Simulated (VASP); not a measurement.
Level of theory: PBE GGA, VASP's PBE PAW potentials (set 64) (plane waves; VASP).

Input for VASP

File POSCAR:
```
InP
1.0
  0.0000000000   2.9937000000   2.9937000000
  2.9937000000   0.0000000000   2.9937000000
  2.9937000000   2.9937000000   0.0000000000
In P
1 1
Cart
  0.0000000000   0.0000000000   0.0000000000
  1.4968500000   1.4968500000   1.4968500000
```

KPOINTS:
```
kpoints
0
G
 7 7 7
```

### INCAR
```
ALGO  =  Normal
EDIFF  =  1E-6
ENCUT  =  400
GGA  =  PE
ISIF  =  2
ISMEAR  =  0
LASPH  =  T
LCHARG  =  F
LMAXMIX  =  4
LREAL  =  F
LWAVE  =  F
NELM  =  100
PREC  =  Single
SIGMA  =  0.05
SYSTEM  =  InP
```

POTCAR, in this order: In_d P (PBE.64 set). Program: vasp_std.

Unless said otherwise, spin-orbit coupling is left out, though it shifts the bands of the heavy elements here.

Q: Estimate the energy per atom (σ→0), band gap (on the k-mesh).

A: 
```json
{
 "energy per atom (σ→0)": "-4.201 eV/atom",
 "band gap (on the k-mesh)": "0.36 eV"
}
```

### OSZICAR
```
...
DAV:   7    -0.839995814215E+01    0.21928E-01   -0.17706E-01   713   0.343E+00    0.118E+00
DAV:   8    -0.840050211171E+01   -0.54397E-03   -0.14376E-02   636   0.170E+00    0.309E-01
DAV:   9    -0.840129715540E+01   -0.79504E-03   -0.22286E-03   643   0.669E-01    0.188E-01
DAV:  10    -0.840134242878E+01   -0.45273E-04   -0.18766E-04   685   0.119E-01    0.128E-01
DAV:  11    -0.840140041552E+01   -0.57987E-04   -0.47145E-05   600   0.502E-02    0.402E-02
DAV:  12    -0.840141474014E+01   -0.14325E-04   -0.40312E-05   618   0.106E-01    0.189E-02
DAV:  13    -0.840141498014E+01   -0.24000E-06   -0.18972E-06   525   0.137E-02
   1 F= -.84014150E+01 E0= -.84014150E+01  d E =-.600247E-09
```

The compound is InP in the zinc blende structure. The cell was not relaxed at this level. The run is one of a series of settings (PREC = Single against the base run), some of them coarse on purpose.
